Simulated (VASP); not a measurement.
```xyz
2
Lattice="0.0000 3.0523 3.0523 3.0523 0.0000 3.0523 3.0523 3.0523 0.0000" Properties=species:S:1:pos:R:3 pbc="T T T"
In     0.0000     0.0000     0.0000
As     1.5262     1.5262     1.5262
```

Computed with AM05 GGA, VASP's PBE PAW potentials (set 64) (plane waves; VASP 6.6.1). Settings: 520 eV cut-off, Gaussian smearing of 0.050 eV, potentials In_d As.

Give the energies of bands 7 to 12 at the high-symmetry points, in eV from the Fermi level.

```json
[
 {"band": "7", "Γ": "-0.36", "X": "-5.75", "U": "-5.62", "L": "-5.64", "W": "-5.61"},
 {"band": "8", "Γ": "0.00", "X": "-2.24", "U": "-3.14", "L": "-0.95", "W": "-2.83"},
 {"band": "9", "Γ": "0.00", "X": "-2.24", "U": "-1.88", "L": "-0.95", "W": "-2.75"},
 {"band": "10", "Γ": "0.00", "X": "1.61", "U": "2.12", "L": "0.88", "W": "4.07"},
 {"band": "11", "Γ": "3.87", "X": "2.05", "U": "4.20", "L": "4.65", "W": "4.30"},
 {"band": "12", "Γ": "3.87", "X": "9.02", "U": "7.18", "L": "4.65", "W": "4.91"}
]
```

It has no gap at this level: it comes out as a metal or semimetal.

The compound is InAs in the zinc blende structure. It was relaxed first.
